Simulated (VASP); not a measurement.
## Which native defect does TiAs form most easily?

Aim: formation energies of the vacancies and antisites of TiAs, in the two limits of its composition. The start is a cell from a database of measured crystal structures.

Calculated with VASP 6.6.1; PBEsol; plane waves and PAW (As, Ti), in the first sound run; inputs show where later runs differ.

This is a report of a sequence of runs, with most program output left out.

The database entry behind the starting cell differs from later determinations by our own check (an axis about 2.0 % long against later determinations), so it need not match the best structure at ambient conditions.

**1. The host crystal**

It takes space group P6_3/mmc (No. 194, hexagonal). The conventional cell has a = 3.650 Å, b = 3.650 Å, c = 12.300 Å, α = 90.00°, β = 90.00°, γ = 120.00°. Nearest to As lie 6 Ti at 2.61 Å. Ti has 6 As at 2.61 Å nearest. Farther neighbours are not listed.

Coordinates:

```
As Ti
1.0
     3.65000    0.00000    0.00000
    -1.82500    3.16099    0.00000
     0.00000    0.00000   12.30000
As Ti
4 4
Direct
  0.66667 0.33333 0.25000
  0.33333 0.66667 0.75000
  0.00000 0.00000 0.50000
  0.00000 0.00000 0.00000
  0.66667 0.33333 0.87500
  0.33333 0.66667 0.37500
  0.66667 0.33333 0.62500
  0.33333 0.66667 0.12500
```

**2. The host at zero pressure**

The later steps need the crystal at this functional's own lattice; a raised cutoff keeps the stress reliable while the cell changes.

The input, INCAR:

```
SYSTEM = TiAs
PREC = Accurate
ENCUT = 350
EDIFF = 1E-06
NELM = 120
ISMEAR = 0
SIGMA = 0.05
LREAL = .FALSE.
ALGO = Normal
GGA = PS
NBANDS = 26
LASPH = .TRUE.
LORBIT = 11
LWAVE = .FALSE.
LCHARG = .FALSE.
KPAR = 8
IBRION = 2
NSW = 40
ISIF = 3
EDIFFG = -0.02
POTIM = 0.4
```

The input, POSCAR:

```
TiAs
1.0
    3.6500000000      0.0000000000      0.0000000000
   -1.8250000000      3.1609927238      0.0000000000
    0.0000000000      0.0000000000     12.3000000000
As Ti
4 4
Direct
    0.6666666667      0.3333333333      0.2500000000
    0.3333333333      0.6666666667      0.7500000000
    0.0000000000      0.0000000000      0.5000000000
    0.0000000000      0.0000000000      0.0000000000
    0.6666666667      0.3333333333      0.8750000000
    0.3333333333      0.6666666667      0.3750000000
    0.6666666667      0.3333333333      0.6250000000
    0.3333333333      0.6666666667      0.1250000000
```

The input, KPOINTS:

```
Automatic mesh
0
Gamma
6 6 2
0 0 0
```

PAW data sets: As and Ti (PBE family, release 64).

Started as:

```sh
> mpirun -np 8 vasp_std
```

Elapsed: 73 s, on 8 MPI ranks of Intel Xeon Platinum 8259CL at 2.50GHz (Skylake/Cascade Lake), shared host; peak memory 2 GiB.

The k-mesh is coarse for a metal. The PAW data sets were made with PBE, which is usual practice but a small mismatch for other functionals. The data set Ti keeps the semicore shell frozen, which is cheaper and a little less accurate. The run keeps the 24 symmetry operations of its start, so it cannot find a distortion of lower symmetry.

The steps of the relaxation:

| step | energy less that of the first step (eV) | largest force (eV/Å) | pressure (GPa) | volume (Å³) |
| --- | --- | --- | --- | --- |
| 1 | 0.0000 | 0.8390 | -6.18 | 141.91 |
| 2 | -0.2248 | 0.9161 | 3.66 | 130.96 |
| 3 | -0.2347 | 0.9246 | 1.78 | 132.71 |
| 4 | -0.3471 | 0.3312 | 1.70 | 132.45 |
| 5 | -0.3594 | 0.0618 | 1.80 | 132.35 |
| 6 | -0.3597 | 0.0145 | 1.82 | 132.33 |
| 7 | -0.3660 | 0.0173 | -1.27 | 135.39 |
| 8 | -0.3706 | 0.0161 | -0.09 | 134.17 |
| 9 | -0.3718 | 0.0132 | -0.04 | 134.15 |
| 10 | -0.3724 | 0.0093 | 0.01 | 134.13 |

| conventional cell, symmetrised | before | after | change |
| --- | --- | --- | --- |
| a (Å) | 3.650 | 3.598 | -1.4 % |
| b (Å) | 3.650 | 3.598 | -1.4 % |
| c (Å) | 12.300 | 11.961 | -2.8 % |
| volume (Å³/atom) | 17.74 | 16.77 | -5.5 % |

The atoms that moved most (Å, as changes of fractional coordinates times the final cell):

| atom | dx | dy | dz | length |
| --- | --- | --- | --- | --- |
| Ti8 | 0.000 | 0.000 | -0.091 | 0.091 |
| Ti7 | 0.000 | 0.000 | -0.091 | 0.091 |
| Ti6 | 0.000 | 0.000 | 0.091 | 0.091 |
| Ti5 | 0.000 | 0.000 | 0.091 | 0.091 |

The relaxed structure:

```xyz
8
Lattice="3.5984 0.0000 0.0000 -1.7992 3.1163 0.0000 0.0000 0.0000 11.9613" Properties=species:S:1:pos:R:3 pbc="T T T"
As    1.7992    1.0388    2.9903
As    0.0000    2.0775    8.9710
As    0.0000    0.0000    5.9806
As    0.0000    0.0000    0.0000
Ti    1.7992    1.0388   10.5574
Ti    0.0000    2.0775    4.5767
Ti    1.7992    1.0388    7.3845
Ti    0.0000    2.0775    1.4039
```

This step gave:

| Quantity | Value |
| --- | --- |
| electronic cycles | 80 |
| electrons | 36 |
| free energy (TOTEN) | -61.3513 eV |
| energy at zero smearing | -61.3495 eV |
| Fermi energy | 5.343 eV |
| labelled metallic, from the levels on this mesh | yes |

The run ended after 10 ionic steps, 0.372 eV below its first step, once forces and stress met EDIFFG = -0.02.

**3. Relax the host again, on a new basis**

The volume changed by more than 5 %, so the plane waves of the start no longer fit; a second relaxation removes that error.

INCAR, as its differences from that of step 2:

```diff
@@ -17,3 +17,3 @@
 IBRION = 2
-NSW = 40
+NSW = 30
 ISIF = 3
```

The input, POSCAR:

```
TiAs
1.0
    3.5984022530      0.0000000000      0.0000000000
   -1.7992011265      3.1163077641      0.0000000000
    0.0000000000      0.0000000000     11.9612722151
As Ti
4 4
Direct
    0.6666666667      0.3333333333      0.2500000000
    0.3333333333      0.6666666667      0.7500000000
    0.0000000000      0.0000000000      0.5000000000
    0.0000000000      0.0000000000      0.0000000000
    0.6666666667      0.3333333333      0.8826302581
    0.3333333333      0.6666666667      0.3826302581
    0.6666666667      0.3333333333      0.6173697419
    0.3333333333      0.6666666667      0.1173697419
```

KPOINTS is that of step 2.

Started as:

```sh
> mpirun -np 8 vasp_std
```

The job ended after 12 s (8 MPI ranks; peak memory 1.8 GiB).

Little changed from the start: no atom moved by 0.005 Å and no cell edge by 0.1 %.

Numbers from this step:

```
electronic cycles       : 15
free energy (TOTEN)     : -61.3504 eV
energy at zero smearing : -61.3485 eV
```

The start already met the threshold, so nothing moved.

**4. The perfect supercell**

System of this step: TiAs. Symmetry: P6_3/mmc, No. 194, hexagonal system. The conventional cell has a = 3.598 Å, b = 3.598 Å, c = 11.961 Å, α = 90.00°, β = 90.00°, γ = 120.00°. As has 6 Ti at 2.61 Å nearest. As has 6 Ti at 2.51 Å nearest. Nearest to Ti lie 6 As at 2.51 to 2.61 Å. Farther neighbours are not listed.

The same cell, mesh and cutoff without the defect give the energy to subtract and, in a gapped host, the band edges to count from, so that most errors cancel.

The input, INCAR:

```
SYSTEM = TiAs
PREC = Normal
ENCUT = 300
EDIFF = 1E-05
NELM = 120
ISMEAR = 1
SIGMA = 0.2
LREAL = Auto
ALGO = Fast
GGA = PS
NBANDS = 96
LASPH = .TRUE.
LORBIT = 11
LWAVE = .FALSE.
LCHARG = .FALSE.
KPAR = 4
NCORE = 2
```

The input, POSCAR:

```
TiAs
1.0
    7.1968045060      0.0000000000      0.0000000000
   -3.5984022530      6.2326155282      0.0000000000
    0.0000000000      0.0000000000     11.9612722151
As Ti
16 16
Direct
    0.3333333334      0.1666666666      0.2500000000
    0.3333333334      0.6666666666      0.2500000000
    0.8333333334      0.1666666666      0.2500000000
    0.8333333334      0.6666666666      0.2500000000
    0.1666666666      0.3333333334      0.7500000000
    0.1666666666      0.8333333333      0.7500000000
    0.6666666666      0.3333333334      0.7500000000
    0.6666666666      0.8333333333      0.7500000000
    0.0000000000      0.0000000000      0.5000000000
    0.0000000000      0.5000000000      0.5000000000
    0.5000000000      0.0000000000      0.5000000000
    0.5000000000      0.5000000000      0.5000000000
    0.0000000000      0.0000000000      0.0000000000
    0.0000000000      0.5000000000      0.0000000000
    0.5000000000      0.0000000000      0.0000000000
    0.5000000000      0.5000000000      0.0000000000
    0.3333333334      0.1666666666      0.8826302581
    0.3333333334      0.6666666666      0.8826302581
    0.8333333334      0.1666666666      0.8826302581
    0.8333333334      0.6666666666      0.8826302581
    0.1666666666      0.3333333334      0.3826302581
    0.1666666666      0.8333333333      0.3826302581
    0.6666666666      0.3333333334      0.3826302581
    0.6666666666      0.8333333333      0.3826302581
    0.3333333334      0.1666666666      0.6173697419
    0.3333333334      0.6666666666      0.6173697419
    0.8333333334      0.1666666666      0.6173697419
    0.8333333334      0.6666666666      0.6173697419
    0.1666666666      0.3333333334      0.1173697419
    0.1666666666      0.8333333333      0.1173697419
    0.6666666666      0.3333333334      0.1173697419
    0.6666666666      0.8333333333      0.1173697419
```

The input, KPOINTS:

```
Automatic mesh
0
Gamma
4 4 2
0 0 0
```

Started as:

```sh
> mpirun -np 8 vasp_std
```

It took 54 s on 8 MPI ranks; peak memory 1.7 GiB; 5.7 min of CPU time.

This step gave:

* electronic cycles: 26
* electrons: 144
* free energy (TOTEN): -245.3339 eV
* energy at zero smearing: -245.3230 eV
* Fermi energy: 5.384 eV

Force (size) by element, in eV/Å:

| element | atoms | mean | spread (r.m.s.) | least | largest |
| --- | --- | --- | --- | --- | --- |
| As | 16 | 0.0000 | 0.0000 | 0.0000 | 0.0000 |
| Ti | 16 | 0.0708 | 0.0000 | 0.0708 | 0.0708 |

The atoms with the largest values:

```csv
atom,"x, y, z (Å)",force (eV/Å)
Ti32,"1.80, 5.19, 1.40","0.0000, 0.0000, -0.0708"
Ti31,"3.60, 2.08, 1.40","0.0000, 0.0000, -0.0708"
Ti30,"-1.80, 5.19, 1.40","0.0000, 0.0000, -0.0708"
Ti29,"0.00, 2.08, 1.40","0.0000, 0.0000, -0.0708"
Ti28,"3.60, 4.16, 7.38","0.0000, 0.0000, -0.0708"
Ti27,"5.40, 1.04, 7.38","0.0000, 0.0000, -0.0708"
Ti26,"0.00, 4.16, 7.38","0.0000, 0.0000, -0.0708"
Ti25,"1.80, 1.04, 7.38","0.0000, 0.0000, -0.0708"
```

The host is treated as a metal, as its relaxation found a gap under 0.3 eV or none, and only the neutral defect is run.

**5. Reference As**

This step: PBEsol; plane waves and PAW (As) (VASP 6.6.1).

System of this step: As. Symmetry: R-3m, No. 166, trigonal system. Conventional cell: a = 3.756 Å, b = 3.756 Å, c = 10.544 Å, α = 90.00°, β = 90.00°, γ = 120.00°. Nearest to As lie 3 As at 2.50 Å.

The reference for As is its crystal, relaxed at the cutoff of the large cell.

The input, INCAR:

```
SYSTEM = As
PREC = Normal
ENCUT = 300
EDIFF = 1E-05
NELM = 120
ISMEAR = 0
SIGMA = 0.1
LREAL = Auto
ALGO = Fast
GGA = PS
NBANDS = 11
LORBIT = 11
LWAVE = .FALSE.
LCHARG = .FALSE.
KPAR = 8
IBRION = 2
NSW = 25
ISIF = 3
EDIFFG = -0.02
POTIM = 0.4
```

The input, POSCAR:

```
As
1.0
    3.6782193145     -1.8781913306      0.0000000000
    3.6782193145      1.8781913306      0.0000000000
    2.7191675635      0.0000000000      3.1085410986
As
2
Direct
    0.7740000000      0.7740000000      0.7740000000
    0.2260000000      0.2260000000      0.2260000000
```

The input, KPOINTS:

```
Automatic mesh
0
Gamma
9 9 9
0 0 0
```

Potentials, in the order of the species: As (PBE family, release 64).

Started as:

```sh
> mpirun -np 8 vasp_std
```

Run time: 9 s. Hardware: 8 MPI ranks; peak memory 0.97 GiB; 55 s of CPU time.

The gap is read on the k-mesh alone, so it is an upper bound where the band edges lie off the mesh. The gap is under twice the smearing width, so the edge states are partly filled and the run can't tell a small gap from a semimetal. The run keeps the 12 symmetry operations of its start, so it cannot find a distortion of lower symmetry.

The steps of the relaxation:

```
step  energy less that of the first step (eV)  largest force (eV/Å)  pressure (GPa)  volume (Å³)
   1                                   0.0000                0.4574            0.92        42.95
   2                                  -0.0094                0.0625           -1.16        43.57
   3                                  -0.0094                0.0904           -1.09        43.52
   4                                  -0.0146                0.0320           -0.62        42.99
   5                                  -0.0186                0.0559            0.19        42.05
   6                                  -0.0221                0.0200            0.14        41.90
   7                                  -0.0232                0.0054            0.12        41.77
   8                                  -0.0233                0.0091            0.11        41.75
```

```
conventional cell, symmetrised  before   after  change
                         a (Å)   3.756   3.789  +0.9 %
                         b (Å)   3.756   3.789  +0.9 %
                         c (Å)  10.544  10.073  -4.5 %
              volume (Å³/atom)   21.48   20.87  -2.8 %
```

The atoms that moved most (Å, as changes of fractional coordinates times the final cell):

```csv
atom,dx,dy,dz,length
As1,-0.043,0.000,-0.013,0.044
As2,0.043,0.000,0.013,0.044
```

The relaxed structure:

```xyz
2
Lattice="3.5308 -1.8946 -0.0554 3.5308 1.8946 -0.0554 2.5634 0.0000 3.0803" Properties=species:S:1:pos:R:3 pbc="T T T"
As    7.4072    0.0000    2.2853
As    2.2178    0.0000    0.6842
```

Numbers from this step:

```yaml
electronic_cycles: 38
electrons: 10
free_energy_toten: -10.22 eV
energy_at_zero_smearing: -10.22 eV
fermi_energy: 5.587 eV
labelled_metallic_from_the_levels_on_this_mesh: no
gap_on_the_k_mesh: 0.09800 eV
least_direct_gap_on_the_k_mesh: 0.5994 eV
```

The run ended after 8 ionic steps, 0.023 eV below its first step, once forces and stress met EDIFFG = -0.02.

Energy at zero smearing: -10.22325 eV.

**6. Reference Ti**

This step: PBEsol; plane waves and PAW (Ti) (VASP 6.6.1).

System of this step: Ti. The structure is hexagonal, space group P6_3/mmc (No. 194). The conventional cell has a = 2.950 Å, b = 2.950 Å, c = 4.685 Å, α = 90.00°, β = 90.00°, γ = 120.00°. Nearest to Ti lie 12 Ti at 2.90 to 2.95 Å.

The reference for Ti is its crystal, relaxed at the cutoff of the large cell.

INCAR, as its differences from that of step 5:

```diff
@@ -1,2 +1,2 @@
-SYSTEM = As
+SYSTEM = Ti
 PREC = Normal
@@ -5,3 +5,3 @@
 NELM = 120
-ISMEAR = 0
+ISMEAR = 1
 SIGMA = 0.1
@@ -10,3 +10,4 @@
 GGA = PS
-NBANDS = 11
+NBANDS = 10
+LASPH = .TRUE.
 LORBIT = 11
```

The input, POSCAR:

```
Ti
1.0
    2.9500000000      0.0000000000      0.0000000000
   -1.4750000000      2.5547749412      0.0000000000
    0.0000000000      0.0000000000      4.6846000000
Ti
2
Direct
    0.0000000000      0.0000000000      0.0000000000
    0.3333333333      0.6666666667      0.5000000000
```

The input, KPOINTS:

```
Automatic mesh
0
Gamma
10 10 6
0 0 0
```

Potentials, in the order of the species: Ti (PBE family, release 64).

Started as:

```sh
> mpirun -np 8 vasp_std
```

The job ended after 9 s (8 MPI ranks; peak memory 0.84 GiB; 55 s of CPU time).

The steps of the relaxation:

```
step  energy less that of the first step (eV)  largest force (eV/Å)  pressure (GPa)  volume (Å³)
   1                                   0.0000                0.0000           -7.21        35.31
   2                                  -0.0433                0.0000            3.69        32.16
   3                                  -0.0533                0.0000            0.02        33.06
   4                                  -0.0533                0.0000           -0.14        33.10
   5                                  -0.0536                0.0000           -0.13        33.10
   6                                  -0.0539                0.0000           -0.10        33.09
```

```csv
"conventional cell, symmetrised",before,after,change
a (Å),2.950,2.899,-1.7 %
b (Å),2.950,2.899,-1.7 %
c (Å),4.685,4.545,-3.0 %
volume (Å³/atom),17.65,16.55,-6.3 %
```

Final coordinates:

```cif
data_structure
_symmetry_space_group_name_H-M 'P 1'
_symmetry_Int_Tables_number 1
_cell_length_a 2.8995
_cell_length_b 2.8995
_cell_length_c 4.5449
_cell_angle_alpha 90.000
_cell_angle_beta 90.000
_cell_angle_gamma 120.000
_cell_volume 33.09
loop_
_atom_site_label
_atom_site_type_symbol
_atom_site_fract_x
_atom_site_fract_y
_atom_site_fract_z
_atom_site_occupancy
Ti1 Ti 0.00000 0.00000 0.00000 1
Ti2 Ti 0.33333 0.66667 0.50000 1
```

Numbers from this step:

```yaml
electronic_cycles: 36
electrons: 8
free_energy_toten: -16.56 eV
energy_at_zero_smearing: -16.56 eV
fermi_energy: 3.224 eV
labelled_metallic_from_the_levels_on_this_mesh: yes
```

The run ended after 6 ionic steps, 0.054 eV below its first step, once forces and stress met EDIFFG = -0.02.

Energy at zero smearing: -16.56426 eV.

(Part 1 of 3 ends here.)

[Lines on the potential files, build, host, timing and source positions are cut from VASP's logs without a mark.]

[Logs are printed without paths, hosts, clocks, repeated set-up lines and the standing remarks that a program may print on its own settings, such as how far it seeks lower states.]

[Hosts, paths, dates, database ids (printed as entryN), source tags and the programs' standing remarks are cut or masked in the printed files.]

[In band tables of VASP the shares of atoms and orbitals are scaled to a sum of 1 inside the atoms' spheres.]

[Runs that stopped without an error message from VASP are left out.]
